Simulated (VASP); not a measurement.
Energy against volume of HfC (rock salt). Method: r2SCAN+rVV10, VASP's PBE PAW potentials (set 64) (plane waves; VASP). Run with 520 eV cut-off, 14×14×14 Γ-centred mesh, first-order Methfessel-Paxton smearing of 0.10 eV, potentials Hf_pv C.

```json
[
 {"V (Å³/atom)": "12.020", "E (eV/atom)": "-28.56352"},
 {"V (Å³/atom)": "12.392", "E (eV/atom)": "-28.57280"},
 {"V (Å³/atom)": "12.764", "E (eV/atom)": "-28.56441"},
 {"V (Å³/atom)": "13.136", "E (eV/atom)": "-28.54074"}
]
```

Fit these four points and predict the energy of the run at 11.649 Å³/atom.

A cubic in V^(−2/3), the third-order Birch-Murnaghan form, passes through the four points with V0 = 12.39 Å³/atom and B0 = 253 GPa, and gives -28.5338 eV/atom there. The run gave -28.5337 eV/atom, +0.2 meV/atom from the fit; all five points give B0 = 254 GPa.

The compound is HfC in the rock salt structure. It was relaxed first.
